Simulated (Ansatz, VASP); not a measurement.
One calculation of Mo2Pt, two programs

The input INCAR:

```
PREC = Accurate ; ENCUT = 520
EDIFF = 1E-7 ; ISMEAR = 0
SIGMA = 0.1 ; LREAL = F
LASPH = T ; NELM = 60
ALGO = Normal ; ISIF = 2
LWAVE = F ; LCHARG = F
GGA = PE ; NBANDS = 47
```

KPOINTS

```
Automatic mesh
0
Gamma
  6 6 2
```

POSCAR

```
Mo2Pt
1.0
    4.3981877500      0.0000000000      0.0000000000
   -2.1990938700      3.8089423200      0.0000000000
    0.0000000000      0.0000000000      7.5408764100
Mo Pt
4 2
Direct
    0.3333333300      0.6666666700      0.0756957400
    0.3333333300      0.6666666700      0.4243042600
    0.6666666700      0.3333333300      0.9243042600
    0.6666666700      0.3333333300      0.5756957400
    0.0000000000      0.0000000000      0.0000000000
    0.0000000000      0.0000000000      0.5000000000
```

Input for Ansatz:

```yaml
crystal:
  lattice:
    - [4.39818775, 0.0, 0.0]
    - [-2.19909387, 3.80894232, 0.0]
    - [0.0, 0.0, 7.54087641]
  atoms:
    - { symbol: Mo, position: [0.33333333, 0.66666667, 0.07569574] }
    - { symbol: Mo, position: [0.33333333, 0.66666667, 0.42430426] }
    - { symbol: Mo, position: [0.66666667, 0.33333333, 0.92430426] }
    - { symbol: Mo, position: [0.66666667, 0.33333333, 0.57569574] }
    - { symbol: Pt, position: [0.0, 0.0, 0.0] }
    - { symbol: Pt, position: [0.0, 0.0, 0.5] }
basis:
  ecutwfc: 420
kpoints:
  mp_grid: { grid: [6, 6, 2] }
hamiltonian:
  xc: pbe
scf:
  occupations: { method: gaussian, width: 0.1 }
  lower_state_search: "off"
output:
  forces: true
  stress: true
  eigenvalues: true
```

Alike in both runs: task single point; functional PBE; k mesh 6 × 6 × 2; occupations gaussian, width 0.1 eV; no spin polarisation.

```csv
,VASP,Ansatz
version,VASP 6.6.1,Ansatz 0.2.0
potentials or method,"VASP PAW PBE potentials, release 64 (Mo_sv, Pt)","scalar-relativistic, plane waves, PAW"
plane-wave cutoff (eV),520,420
valence electrons in the cell,76,92
```

|  | VASP | Ansatz | Ansatz less VASP |
| --- | --- | --- | --- |
| gap on the k mesh at the Fermi level (eV) | none | none | - |
| pressure (GPa) | 0.0 | -0.1 | -0.04 |
| largest component of the traceless stress (GPa) | 4.84 | 4.96 | +0.118 |
| rms of the force components (eV/Å) | 0.340 | 0.345 | +0.0048 |

Atom by atom the forces differ by 0.005 eV/Å (rms over components). A gap of «none» marks a metal or a gap that the smearing closes. The two sets of potentials don't hold the same shells in valence.

Caveats: the k mesh is coarse (spacing up to 0.42 Å⁻¹), so the values aren't converged. The runs have no spin-orbit coupling, so splittings on Pt are missing.
